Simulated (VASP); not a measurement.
Data:

```
CELL_PARAMETERS angstrom
      0.00000     1.79797     1.79797
      1.79797     0.00000     1.79797
      1.79797     1.79797     0.00000
ATOMIC_POSITIONS crystal
  Ni 0.00000 0.00000 0.00000
```
Starting moments (μB, in the order of the record's atoms Ni): 0.6.

The numbers are results of PBEsol GGA, VASP's PBE PAW potentials (set 64) (plane waves; VASP), not measurements. Numerical set-up: 480 eV cut-off, 16×16×16 Γ-centred mesh, first-order Methfessel-Paxton smearing of 0.10 eV, potentials Ni.

### Question
Give the stress tensor in GPa (positive for a compressed cell).

### Answer

```
-19.83    0.00    0.00
  0.00  -19.83    0.00
  0.00    0.00  -19.83
```
The pressure is its mean diagonal, -19.83 GPa.

The compound is Ni in the fcc structure. This cell was strained or had an atom moved on purpose.
